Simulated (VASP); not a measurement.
**Lattice of Sn (Tin-alpha), functional by functional**

How much does the relaxed cell of Sn (Tin-alpha) depend on the functional? The starting structure is a measured crystal structure from the Crystallography Open Database. The first relaxation on each setting starts from this cell expanded by 3 % in volume.

Program: VASP 6.6.1. Level of theory: Kohn-Sham DFT with plane waves and PAW; PBEsol, LDA, PBE, PBEsol + D3(BJ), r2SCAN, r2SCAN + rVV10, vdW-DF-cx and SCAN. Results are calculated unless marked as measured.

## (1) The starting structure

Symmetry: Fd-3m, No. 227, cubic system. The conventional cell has a = 6.491 Å, b = 6.491 Å, c = 6.491 Å, α = 90.00°, β = 90.00°, γ = 90.00°. Nearest to Sn lie 4 Sn at 2.81 Å.

As a file:

```xyz
2
Lattice="0.0000 3.2456 3.2456 3.2456 0.0000 3.2456 3.2456 3.2456 0.0000" Properties=species:S:1:pos:R:3 pbc="T T T"
Sn    4.8684    4.8684    4.8684
Sn    3.2456    3.2456    3.2456
```

## (2) Relaxation with PBEsol

PBEsol restores the gradient expansion of exchange and is tuned for the cells of solids.

INCAR reads:

```
SYSTEM = Sn
PREC = Accurate
ENCUT = 450
EDIFF = 1E-06
NELM = 100
ISMEAR = 1
SIGMA = 0.15
LREAL = .FALSE.
ALGO = Normal
GGA = PS
NBANDS = 20
LORBIT = 11
LWAVE = .FALSE.
LCHARG = .FALSE.
KPAR = 4
IBRION = 2
NSW = 50
ISIF = 3
EDIFFG = -0.006
```

POSCAR reads:

```
Sn
1.0
    0.0000000000      3.2777367435      3.2777367435
    3.2777367435      0.0000000000      3.2777367435
    3.2777367435      3.2777367435      0.0000000000
Sn
2
Direct
    0.7500000000      0.7500000000      0.7500000000
    0.5000000000      0.5000000000      0.5000000000
```

KPOINTS reads:

```
Automatic mesh
0
Gamma
12 12 12
0 0 0
```

The projector-augmented-wave data sets are Sn_d (PBE family, release 64).

Started as:

```console
mpirun -np 4 vasp_std
```

Log:

```text
[banner, memory and clock lines left out]
running    4 mpi-ranks, on    1 nodes
 distrk:  each k-point on    1 cores,    4 groups
 distr:  one band on    1 cores,    1 groups

 POSCAR found type information on POSCAR Sn
 POSCAR found :  1 types and       2 ions
|                                                                             |
|               ----> ADVICE to this user running VASP <----                  |
|                                                                             |
|     You enforced a specific xc type in the INCAR file but a different       |
|     [... a line on the potential file left out ...]
|     I HOPE YOU KNOW WHAT YOU ARE DOING!                                     |
|                                                                             |

 LDA part: xc-table for (Slater+PW92), standard interpolation
 POSCAR, INCAR and KPOINTS ok, starting setup
 FFT: planning ... GRIDC
 FFT: planning ... GRID_SOFT
 FFT: planning ... GRID
 WAVECAR not read
 entering main loop
       N       E                     dE             d eps       ncg     rms          rms(c)
DAV:   1     0.212803166123E+03    0.21280E+03   -0.13953E+04  2900   0.185E+03
DAV:   2     0.135601251713E+02   -0.19924E+03   -0.19619E+03  2888   0.420E+02
DAV:   3    -0.786627708608E+01   -0.21426E+02   -0.21289E+02  3352   0.137E+02
DAV:   4    -0.853824983791E+01   -0.67197E+00   -0.67152E+00  3256   0.276E+01
DAV:   5    -0.856121161503E+01   -0.22962E-01   -0.22961E-01  3868   0.496E+00    0.314E+00
DAV:   6    -0.849508748793E+01    0.66124E-01   -0.42865E-02  3864   0.271E+00    0.177E+00
DAV:   7    -0.846341124036E+01    0.31676E-01   -0.51574E-02  3312   0.260E+00    0.164E-01
DAV:   8    -0.846432231599E+01   -0.91108E-03   -0.70896E-03  3136   0.103E+00    0.522E-02
DAV:   9    -0.846457405732E+01   -0.25174E-03   -0.33782E-04  3532   0.144E-01    0.119E-02
DAV:  10    -0.846459068126E+01   -0.16624E-04   -0.24286E-05  3436   0.411E-02    0.508E-03
DAV:  11    -0.846459239276E+01   -0.17115E-05   -0.24833E-06  2544   0.127E-02    0.856E-04
DAV:  12    -0.846459229453E+01    0.98224E-07   -0.22362E-07  2024   0.648E-03
   1 F= -.84645923E+01 E0= -.84644107E+01  d E =-.846459E+01
 curvature:   0.00 expect dE= 0.000E+00 dE for cont linesearch  0.000E+00
 trial: gam= 0.00000 g(F)=  0.117E-47 g(S)=  0.123E-02 ort = 0.000E+00 (trialstep = 0.100E+01)
 search vector abs. value=  0.123E-02
 bond charge predicted
       N       E                     dE             d eps       ncg     rms          rms(c)
DAV:   1    -0.849262497002E+01   -0.28033E-01   -0.57356E-01  3340   0.120E+01    0.885E-01
DAV:   2    -0.847034671299E+01    0.22278E-01   -0.38001E-02  3716   0.317E+00    0.394E-01
DAV:   3    -0.846529390432E+01    0.50528E-02   -0.14690E-02  3816   0.187E+00    0.565E-02
DAV:   4    -0.846505805674E+01    0.23585E-03   -0.63470E-04  3180   0.302E-01    0.159E-02
DAV:   5    -0.846504107880E+01    0.16978E-04   -0.33305E-05  3880   0.548E-02    0.683E-03
DAV:   6    -0.846504015373E+01    0.92508E-06   -0.33611E-06  2500   0.232E-02
   2 F= -.84650402E+01 E0= -.84648517E+01  d E =-.447859E-03
 trial-energy change:   -0.000448  1 .order   -0.000321   -0.001231    0.000590
 step:   0.7538(harm=  0.6760)  dis= 0.00000  next Energy=    -8.465111 (dE=-0.519E-03)
 bond charge predicted
       N       E                     dE             d eps       ncg     rms          rms(c)
DAV:   1    -0.846675030617E+01   -0.17092E-02   -0.35209E-02  3348   0.303E+00    0.217E-01
DAV:   2    -0.846541394681E+01    0.13364E-02   -0.22713E-03  3708   0.775E-01    0.970E-02
DAV:   3    -0.846510211819E+01    0.31183E-03   -0.91115E-04  3824   0.467E-01    0.137E-02
DAV:   4    -0.846508226389E+01    0.19854E-04   -0.40047E-05  3212   0.768E-02    0.404E-03
DAV:   5    -0.846507973421E+01    0.25297E-05   -0.18910E-06  2440   0.146E-02    0.175E-03
DAV:   6    -0.846507920688E+01    0.52733E-06   -0.50184E-07  1524   0.109E-02
   3 F= -.84650792E+01 E0= -.84648920E+01  d E =-.486912E-03
 curvature:  -0.32 expect dE=-0.232E-06 dE for cont linesearch -0.232E-06
 trial: gam=-0.02374 g(F)=  0.930E-46 g(S)=  0.729E-06 ort = 0.300E-04 (trialstep = 0.951E+00)
 search vector abs. value=  0.532E-09
 reached required accuracy - stopping structural energy minimisation
```

The job ended after 48 s (4 MPI ranks of Intel Xeon Platinum 8259CL at 2.50GHz (Skylake/Cascade Lake), shared host; peak memory 0.86 GiB).

The logs omit lines about the potential files and the build; timing stands in the text.

OUTCAR, selected parts (step 2):

```text
ion  position               nearest neighbor table
   1  0.750  0.750  0.750-   2 2.84   2 2.84   2 2.84   2 2.84
   2  0.500  0.500  0.500-   1 2.84   1 2.84   1 2.84   1 2.84

  LATTYP: Found a face centered cubic cell.
 ALAT       =     6.5554734870

 Subroutine GETGRP returns: Found 48 space group operations
 (whereof 24 operations were pure point group operations)

The static configuration has the point symmetry T_d .
 The point group associated with its full space group is O_h .

 Found     72 irreducible k-points:

   k-points           NKPTS =     72   k-points in BZ     NKDIM =     72   number of bands    NBANDS=     20

   dimension x,y,z NGX =    32 NGY =   32 NGZ =   32
   dimension x,y,z NGXF=    64 NGYF=   64 NGZF=   64

   ENCUT  =  450.0 eV  33.07 Ry    5.75 a.u.   8.02  8.02  8.02*2*pi/ulx,y,z

   NELECT =      28.0000    total number of electrons

 k-points in reciprocal lattice and weights: Automatic mesh
   0.00000000  0.00000000  0.00000000       0.001
   0.08333333  0.00000000  0.00000000       0.005
   0.16666667  0.00000000  0.00000000       0.005
   0.25000000  0.00000000  0.00000000       0.005
   0.33333333  0.00000000  0.00000000       0.005
   0.41666667  0.00000000  0.00000000       0.005
   0.50000000  0.00000000  0.00000000       0.002
   0.08333333  0.08333333  0.00000000       0.003
   0.16666667  0.08333333  0.00000000       0.014
[...]
-0.33333333  0.50000000  0.16666667       0.007
  -0.25000000  0.50000000  0.25000000       0.003

 average (electrostatic) potential at core
       1-101.5336       2-101.5336

 E-fermi :   5.2264

 k-point     1 :       0.0000    0.0000    0.0000
  band No.  band energies     occupation
    ...
      8     -15.9590      2.00000
      9     -15.9525      2.00000
     10     -15.9525      2.00000
     11      -5.2316      2.00000
     12       4.3935      2.00000
     13       5.3326      0.07471
     14       5.3326      0.07471
     15       5.3326      0.07471
     16       7.3927     -0.00000
     17       7.3927     -0.00000
    ...

 k-point     2 :       0.0833    0.0000    0.0000
  band No.  band energies     occupation
    ...
     10     -15.9399      2.00000
     11      -5.1658      2.00000
     12       3.6004      2.00000
     13       5.1959      1.33649
     14       5.1959      1.33648
     15       5.6867     -0.00013
     16       7.5688     -0.00000
     17       7.5688     -0.00000
     18       7.6597     -0.00000
     19      10.4585      0.00000
    ...

 k-point     3 :       0.1667    0.0000    0.0000
  band No.  band energies     occupation
    ...
     10     -15.9271      2.00000
     11      -4.9709      2.00000
     12       2.3947      2.00000
     13       4.9030      2.00936
     14       4.9030      2.00936
     15       5.7075     -0.00006
     16       7.9433     -0.00000
     17       7.9433     -0.00000
     18       8.4960      0.00000
     19      11.2209      0.00000
    ...

  Total       -0.0031743     -0.0031743     -0.0031743      0.0000000     -0.0000000     -0.0000000
  in kB       -0.0727287     -0.0727287     -0.0727287      0.0000000     -0.0000000     -0.0000000
  external PRESSURE =      -0.0727287 kB  Pullay stress =       0.0000000 kB

  energy-cutoff  :      450.00
  volume of cell :       69.93
      direct lattice vectors                 reciprocal lattice vectors
     0.000000000  3.269962305  3.269962305    -0.152906961  0.152906961  0.152906961
     3.269962305  0.000000000  3.269962305     0.152906961 -0.152906961  0.152906961
     3.269962305  3.269962305  0.000000000     0.152906961  0.152906961 -0.152906961

 POSITION                                       TOTAL-FORCE (eV/Angst)
 -----------------------------------------------------------------------------------
      4.90494      4.90494      4.90494         0.000000      0.000000      0.000000
      3.26996      3.26996      3.26996        -0.000000     -0.000000     -0.000000
 -----------------------------------------------------------------------------------
    total drift:                               -0.000000     -0.000000      0.000000

  FREE ENERGIE OF THE ION-ELECTRON SYSTEM (eV)
  ---------------------------------------------------
  free  energy   TOTEN  =        -8.4650792069 eV

  energy  without entropy=       -8.4645174461  energy(sigma->0) =       -8.46489195

 reached required accuracy - stopping structural energy minimisation

 total charge
# of ion       s       p       d       tot
------------------------------------------
    1        1.166   1.188   9.968  12.322
    2        1.166   1.188   9.968  12.322
--------------------------------------------------
tot          2.333   2.376  19.936  24.644

[... 3 further parts left out ...]
```

The PAW data sets were made with PBE, which is usual practice but a small mismatch for other functionals. The run keeps the 48 symmetry operations of its start, so it cannot find a distortion of lower symmetry.

With PBEsol the relaxed cell holds 34.965 Å³ an atom, +2.27 % against the measured cell, with a = 6.540 Å.

## (3) Relaxation with LDA

LDA, the lowest rung, knows the local density alone. This run starts from the cell of an earlier relaxation, which isn't shown; the restart sets up the plane waves anew.

Changes to INCAR since step 2:

```diff
@@ -9,3 +9,3 @@
 ALGO = Normal
-GGA = PS
+GGA = CA
 NBANDS = 20
```

POSCAR reads:

```
Sn
1.0
    0.0000000000      3.2377732493      3.2377732493
    3.2377732493      0.0000000000      3.2377732493
    3.2377732493      3.2377732493      0.0000000000
Sn
2
Direct
    0.7500000000      0.7500000000      0.7500000000
    0.5000000000      0.5000000000      0.5000000000
```

KPOINTS is that of step 2.

Potentials, in the order of the species: Sn_d (LDA family, release 64).

Started as:

```console
mpirun -np 4 vasp_std
```

Log:

```text
[banner, memory and clock lines left out]
running    4 mpi-ranks, on    1 nodes
[...]
LDA part: xc-table for (Slater(with rela. corr.)+CA(PZ))
 , standard interpolation
 POSCAR, INCAR and KPOINTS ok, starting setup
[...]
entering main loop
       N       E                     dE             d eps       ncg     rms          rms(c)
DAV:   1     0.217050005134E+03    0.21705E+03   -0.13963E+04  2904   0.187E+03
DAV:   2     0.139226098417E+02   -0.20313E+03   -0.19915E+03  2884   0.426E+02
DAV:   3    -0.834003991046E+01   -0.22263E+02   -0.22153E+02  3284   0.140E+02
DAV:   4    -0.904660605620E+01   -0.70657E+00   -0.70609E+00  3240   0.284E+01
[...]
DAV:   9    -0.894256193485E+01   -0.81512E-04   -0.17957E-04  3700   0.101E-01    0.159E-02
DAV:  10    -0.894256363425E+01   -0.16994E-05   -0.14687E-05  3632   0.423E-02    0.381E-03
DAV:  11    -0.894256395658E+01   -0.32233E-06   -0.11865E-06  2460   0.742E-03
   1 F= -.89425640E+01 E0= -.89423697E+01  d E =-.894256E+01
[...]
reached required accuracy - stopping structural energy minimisation
```

The job ended after 16 s (4 MPI ranks; peak memory 0.73 GiB).

OUTCAR, selected parts (step 3):

```text
  Total        0.0061776      0.0061776      0.0061776      0.0000000      0.0000000      0.0000000
  in kB        0.1458013      0.1458013      0.1458013      0.0000000      0.0000000      0.0000000
  external PRESSURE =       0.1458013 kB  Pullay stress =       0.0000000 kB

 POSITION                                       TOTAL-FORCE (eV/Angst)
 -----------------------------------------------------------------------------------
      4.85666      4.85666      4.85666        -0.000000     -0.000000      0.000000
      3.23777      3.23777      3.23777         0.000000      0.000000     -0.000000
 -----------------------------------------------------------------------------------
    total drift:                               -0.000000     -0.000000      0.000000

  FREE ENERGIE OF THE ION-ELECTRON SYSTEM (eV)
  ---------------------------------------------------
  free  energy   TOTEN  =        -8.9425639566 eV

  energy  without entropy=       -8.9419813036  energy(sigma->0) =       -8.94236974

[... 2 parts as in an earlier step ...]

[... 2 further parts left out ...]
[key lines of the parts left out:]
E-fermi :   5.4190
```

With LDA the relaxed cell holds 33.942 Å³ an atom, -0.72 % against the measured cell, with a = 6.476 Å. That is -2.92 % from PBEsol.

## (4) Relaxation with PBE

PBE, the usual starting point, adds the gradient of the density. This run starts from the cell of an earlier relaxation, which isn't shown; the restart sets up the plane waves anew.

Changes to INCAR since step 3:

```diff
@@ -9,3 +9,3 @@
 ALGO = Normal
-GGA = CA
+GGA = PE
 NBANDS = 20
```

POSCAR reads:

```
Sn
1.0
    0.0000000000      3.3275192665      3.3275192665
    3.3275192665      0.0000000000      3.3275192665
    3.3275192665      3.3275192665      0.0000000000
Sn
2
Direct
    0.7500000000      0.7500000000      0.7500000000
    0.5000000000      0.5000000000      0.5000000000
```

KPOINTS is that of step 3.

PAW data sets: Sn_d (PBE family, release 64).

Started as:

```console
mpirun -np 4 vasp_std
```

Log:

```text
[banner, memory and clock lines left out]
running    4 mpi-ranks, on    1 nodes
[...]
LDA part: xc-table for (Slater+PW92), standard interpolation
 POSCAR, INCAR and KPOINTS ok, starting setup
[...]
entering main loop
       N       E                     dE             d eps       ncg     rms          rms(c)
DAV:   1     0.213910631975E+03    0.21391E+03   -0.14136E+04  2904   0.181E+03
DAV:   2     0.145587315397E+02   -0.19935E+03   -0.19575E+03  2900   0.415E+02
DAV:   3    -0.703275780476E+01   -0.21591E+02   -0.21484E+02  3300   0.138E+02
DAV:   4    -0.771295291120E+01   -0.68020E+00   -0.67986E+00  3236   0.277E+01
[...]
DAV:  10    -0.769279434212E+01   -0.46251E-04   -0.75077E-05  3236   0.663E-02    0.598E-03
DAV:  11    -0.769279931325E+01   -0.49711E-05   -0.67537E-06  2512   0.180E-02    0.114E-03
DAV:  12    -0.769279921750E+01    0.95758E-07   -0.26024E-07  2244   0.569E-03
   1 F= -.76927992E+01 E0= -.76926566E+01  d E =-.769280E+01
[...]
reached required accuracy - stopping structural energy minimisation
```

It took 27 s on 4 MPI ranks; peak memory 0.92 GiB; 91 s of CPU time.

OUTCAR, selected parts (step 4):

```text
  Total        0.0036609      0.0036609      0.0036609      0.0000000      0.0000000     -0.0000000
  in kB        0.0795978      0.0795978      0.0795978      0.0000000      0.0000000     -0.0000000
  external PRESSURE =       0.0795978 kB  Pullay stress =       0.0000000 kB

 POSITION                                       TOTAL-FORCE (eV/Angst)
 -----------------------------------------------------------------------------------
      4.99128      4.99128      4.99128         0.000000      0.000000      0.000000
      3.32752      3.32752      3.32752        -0.000000     -0.000000     -0.000000
 -----------------------------------------------------------------------------------
    total drift:                                0.000000      0.000000      0.000000

  FREE ENERGIE OF THE ION-ELECTRON SYSTEM (eV)
  ---------------------------------------------------
  free  energy   TOTEN  =        -7.6927992175 eV

  energy  without entropy=       -7.6923714707  energy(sigma->0) =       -7.69265664

[... 2 parts as in an earlier step ...]

[... 2 further parts left out ...]
[key lines of the parts left out:]
E-fermi :   4.8450
```

With PBE the relaxed cell holds 36.844 Å³ an atom, +7.76 % against the measured cell, with a = 6.655 Å. That is +5.37 % from PBEsol.

## (5) Relaxation with PBEsol + D3(BJ)

D3 with Becke-Johnson damping keeps a finite attraction at short range. This run starts from the cell of an earlier relaxation, which isn't shown; the restart sets up the plane waves anew.

Changes to INCAR since step 4:

```diff
@@ -9,3 +9,4 @@
 ALGO = Normal
-GGA = PE
+GGA = PS
+IVDW = 12
 NBANDS = 20
```

POSCAR reads:

```
Sn
1.0
    0.0000000000      3.2342848511      3.2342848511
    3.2342848511      0.0000000000      3.2342848511
    3.2342848511      3.2342848511      0.0000000000
Sn
2
Direct
    0.7500000000      0.7500000000      0.7500000000
    0.5000000000      0.5000000000      0.5000000000
```

KPOINTS is that of step 4.

Started as:

```console
mpirun -np 4 vasp_std
```

Log:

```text
[banner, memory and clock lines left out]
running    4 mpi-ranks, on    1 nodes
[...]
[... a notice as in an earlier step ...]

 LDA part: xc-table for (Slater+PW92), standard interpolation
 POSCAR, INCAR and KPOINTS ok, starting setup
[...]
entering main loop
       N       E                     dE             d eps       ncg     rms          rms(c)
DAV:   1     0.213591134762E+03    0.21359E+03   -0.13968E+04  2904   0.188E+03
DAV:   2     0.136395064421E+02   -0.19995E+03   -0.19650E+03  2884   0.425E+02
DAV:   3    -0.787361621015E+01   -0.21513E+02   -0.21411E+02  3312   0.138E+02
DAV:   4    -0.854068313931E+01   -0.66707E+00   -0.66678E+00  3256   0.276E+01
[...]
DAV:  10    -0.845496806956E+01   -0.13051E-04   -0.19566E-05  3220   0.326E-02    0.509E-03
DAV:  11    -0.845496953168E+01   -0.14621E-05   -0.23474E-06  2580   0.126E-02    0.869E-04
DAV:  12    -0.845496941186E+01    0.11983E-06   -0.27458E-07  2008   0.720E-03
   1 F= -.90880339E+01 E0= -.90878603E+01  d E =-.908803E+01
[...]
reached required accuracy - stopping structural energy minimisation
```

Run time: 13 s. Hardware: 4 MPI ranks; peak memory 0.83 GiB.

Parts of OUTCAR (step 5):

```text
 Edisp (eV)   -0.63306

  Total       0.00907     0.00907     0.00907     0.00000     0.00000     0.00000
  in kB       0.21483     0.21483     0.21483     0.00000     0.00000     0.00000
  external pressure =        0.21 kB  Pullay stress =        0.00 kB

 POSITION                                       TOTAL-FORCE (eV/Angst)
 -----------------------------------------------------------------------------------
      4.85143      4.85143      4.85143        -0.000000     -0.000000     -0.000000
      3.23428      3.23428      3.23428         0.000000      0.000000      0.000000
 -----------------------------------------------------------------------------------
    total drift:                               -0.000000     -0.000000      0.000000

  FREE ENERGIE OF THE ION-ELECTRON SYSTEM (eV)
  ---------------------------------------------------
  free  energy   TOTEN  =        -9.0880339200 eV

  energy  without entropy=       -9.0875131911  energy(sigma->0) =       -9.08786034

[... 2 parts as in an earlier step ...]

[... 2 further parts left out ...]
[key lines of the parts left out:]
E-fermi :   5.5915
```

With PBEsol + D3(BJ) the relaxed cell holds 33.833 Å³ an atom, -1.04 % against the measured cell, with a = 6.469 Å. That is -3.24 % from PBEsol.

(Part 1 of 2 ends here.)

[Lines on the potential files, build, host, timing and source positions are cut from VASP's logs without a mark.]

[Logs are printed without paths, hosts, clocks, repeated set-up lines and the standing remarks that a program may print on its own settings, such as how far it seeks lower states.]

[Hosts, paths, dates, database ids (printed as entryN), source tags and the programs' standing remarks are cut or masked in the printed files.]
